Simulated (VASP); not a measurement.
Here is the system:

```
C
1.0
    0.00000     1.74028     1.77983
    1.74088     0.00000     1.77983
    1.74088     1.74028     0.00000
C
2
Cartesian
  0.00000   0.00000   0.00000
  0.93298   0.87014   0.88991
```

All values below come from PBE GGA, VASP's PBE PAW potentials (set 64) (plane waves; VASP). Run with EDIFF = 1E-2, 520 eV cut-off, 12×12×12 Γ-centred mesh, Gaussian smearing of 0.050 eV, potentials C.

**Question.** Give the force on each atom (eV/Å).

**Answer.** 
```
atom      Fx     Fy     Fz
----  ------  -----  -----
C1     2.563  0.000  0.000
C2    -2.563  0.000  0.000
```

**Question.** Give the stress tensor in GPa (positive for a compressed cell).

**Answer.** 
```
34.31   0.00   0.00
 0.00  36.02  -5.84
 0.00  -5.84  13.71
```
The pressure is its mean diagonal, 28.01 GPa.

The compound is C in the diamond structure. The cell was not relaxed at this level, atoms are displaced from their ideal sites. The run is one of a series of settings (EDIFF = 1E-2 against the base run), some of them coarse on purpose.
